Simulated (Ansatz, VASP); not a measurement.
# MnI2: VASP beside Ansatz

Contents of INCAR:

```
PREC     = Accurate       # precision mode
ENCUT    = 520            # plane-wave cutoff, eV
EDIFF    = 1E-6           # SCF threshold, eV
ISMEAR   = 0              # smearing method
SIGMA    = 0.05           # smearing width, eV
LREAL    = F              # projectors in reciprocal space
LASPH    = T              # aspherical terms in the spheres
NELM     = 150            # most SCF steps
ALGO     = Normal         # electronic algorithm
ISIF     = 2              # what is computed and relaxed
LWAVE    = F              # write WAVECAR
LCHARG   = F              # write CHGCAR
ISPIN    = 2              # spin polarisation
MAGMOM   = 5.08 0.05 0.05 # initial moments
LORBIT   = 11             # projections on sites
LMAXMIX  = 4              # l up to which the mixer works
LDAU     = T              # DFT+U
LDAUTYPE = 2            
LDAUL    = 2 -1           # shell
LDAUU    = 4 0            # U, eV
LDAUJ    = 0 0          
LDAUPRINT= 1            
GGA      = CA             # functional
NBANDS   = 24             # bands
```

Contents of KPOINTS:

```
regular mesh
0
Gamma
  5 5 3
```

Contents of POSCAR:

```
MnI2
1.0
    4.1600013200      0.0000000000      0.0000000000
   -2.0800006600      3.6026668200      0.0000000000
    0.0000000000      0.0000000000      6.8199991000
Mn I
1 2
Direct
    0.0000000000      0.0000000000      0.0000000000
    0.3333333333      0.6666666667      0.2500000000
    0.6666666667      0.3333333333      0.7500000000
```

Input for Ansatz:

```yaml
crystal:
  lattice:
    - [4.16000132, 0.0, 0.0]
    - [-2.08000066, 3.60266682, 0.0]
    - [0.0, 0.0, 6.8199991]
  atoms:
    - { symbol: Mn, position: [0.0, 0.0, 0.0], spin: 3.0 }
    - { symbol: I, position: [0.3333333333, 0.6666666667, 0.25] }
    - { symbol: I, position: [0.6666666667, 0.3333333333, 0.75] }
basis:
  ecutwfc: 420
  ecutrho_ratio: 4
kpoints:
  mp_grid: { grid: [5, 5, 3] }
hamiltonian:
  xc: lda
  hubbard:
    sites:
      - { site: 0, l: d, u_eff: 4.0, starting_ns: [{ spin: up, occupation_matrix: s0up }, { spin: down, occupation_matrix: s0down }] }
    occupation_matrices:
      s0up:
        matrix:
          - [0.97, 0.0, 0.0, 0.0, 0.0]
          - [0.0, 0.97, 0.0, 0.0, 0.0]
          - [0.0, 0.0, 0.97, 0.0, 0.0]
          - [0.0, 0.0, 0.0, 0.97, 0.0]
          - [0.0, 0.0, 0.0, 0.0, 0.02]
      s0down:
        matrix:
          - [0.02, 0.0, 0.0, 0.0, 0.0]
          - [0.0, 0.97, 0.0, 0.0, 0.0]
          - [0.0, 0.0, 0.02, 0.0, 0.0]
          - [0.0, 0.0, 0.0, 0.02, 0.0]
          - [0.0, 0.0, 0.0, 0.0, 0.02]
    ns_hold: until_converged
scf:
  occupations: { method: gaussian, width: 0.05 }
  lower_state_search: "off"
  max_iter: 150
output:
  forces: true
  stress: true
  eigenvalues: true
  populations: true
  hubbard: { sites: [{ site: 0, l: d }] }
magnetization:
  spin_polarized: true
```

Alike in both runs: task single point; functional LDA; k mesh 5 × 5 × 3; occupations gaussian, width 0.05 eV; collinear spin; Hubbard terms Mn d U = 4.0 eV.

|  | VASP | Ansatz |
| --- | --- | --- |
| version | VASP 6.6.1 | Ansatz 0.2.0 |
| potentials or method | VASP PAW LDA potentials, release 64 (Mn_pv, I) | scalar-relativistic, plane waves, PAW |
| plane-wave cutoff (eV) | 520 | 420 |
| valence electrons in the cell | 27 | 49 |

|  | VASP | Ansatz | Ansatz less VASP |
| --- | --- | --- | --- |
| gap on the k mesh at the Fermi level (eV) | 2.32 | 2.55 | +0.230 |
| least direct gap on the mesh (eV) | 2.43 | 2.67 | +0.233 |
| pressure (GPa) | -2.7 | -2.5 | +0.16 |
| largest component of the traceless stress (GPa) | 0.12 | 0.19 | +0.069 |
| rms of the force components (eV/Å) | 0.214 | 0.207 | -0.0070 |
| net moment per atom (μB) | 1.67 | 1.67 | 0.000 |
| size of the moment on the site where the two differ most (μB) | 4.55 | 4.62 | +0.069 |

Site moments also hang on the region over which each program counts them. The programs project onto different local orbitals, so the same U acts differently. Atom by atom the forces differ by 0.007 eV/Å (rms over components). The two sets of potentials don't hold the same shells in valence. Ansatz warned: «specified_occupation_not_kept».

Caveats: spin-orbit coupling is left out, which moves the levels of the heavy elements; an odd mesh through Γ misses points on the zone boundary, where band edges often lie; the cell's inner coordinates are idealised or old, which leaves forces on the atoms. The state reached can hang on the start; a lower one may exist.
